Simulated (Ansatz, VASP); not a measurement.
## CaMg: VASP beside Ansatz

The input INCAR:

```
  PREC = Accurate
  ENCUT = 520
  EDIFF = 1E-7
  ISMEAR = 0
  SIGMA = 0.15
  LREAL = False
  LASPH = True
  NELM = 100
  ALGO = Normal
  ISIF = 2
  LWAVE = False
  LCHARG = False
  GGA = CA
  NBANDS = 13
```

KPOINTS

```
Automatic mesh
0
Gamma
  12 12 12
```

The input POSCAR:

```
CaMg
1.0
    3.6246351420      0.0000000000      0.0000000000
    0.0000000000      3.6246351420      0.0000000000
    0.0000000000      0.0000000000      3.8616243500
Ca Mg
1 1
Direct
    0.0000000000      0.0000000000      0.5000000000
    0.5000000000      0.5000000000      0.0000000000
```

Input for Ansatz:

```yaml
crystal:
  lattice:
    - [3.624635142, 0.0, 0.0]
    - [0.0, 3.624635142, 0.0]
    - [0.0, 0.0, 3.86162435]
  atoms:
    - { symbol: Ca, position: [0.0, 0.0, 0.5] }
    - { symbol: Mg, position: [0.5, 0.5, 0.0] }
basis:
  ecutwfc: 420
kpoints:
  mp_grid: { grid: [12, 12, 12] }
hamiltonian:
  xc: lda
scf:
  occupations: { method: gaussian, width: 0.15 }
output:
  forces: true
  stress: true
  eigenvalues: true
```

Change from the starting cell: strain -0.1000 x Voigt [1, 1, 0, 0, 0, 0], atoms carried along.

Alike in both runs: task single point; functional LDA; k mesh 12 × 12 × 12; occupations gaussian, width 0.15 eV; no spin polarisation.

|  | VASP | Ansatz |
| --- | --- | --- |
| version | VASP 6.6.1 | Ansatz 0.2.0 |
| potentials or method | VASP PAW LDA potentials, release 64 (Ca_sv, Mg) | scalar-relativistic, plane waves, PAW |
| plane-wave cutoff (eV) | 520 | 420 |
| valence electrons in the cell | 12 | 20 |

```csv
,VASP,Ansatz,Ansatz less VASP
gap on the k mesh at the Fermi level (eV),none,none,-
pressure (GPa),4.4,4.5,+0.10
largest component of the traceless stress (GPa),0.34,0.34,-0.001
```

A gap of «none» marks a metal or a gap that the smearing closes. The two sets of potentials don't hold the same shells in valence.
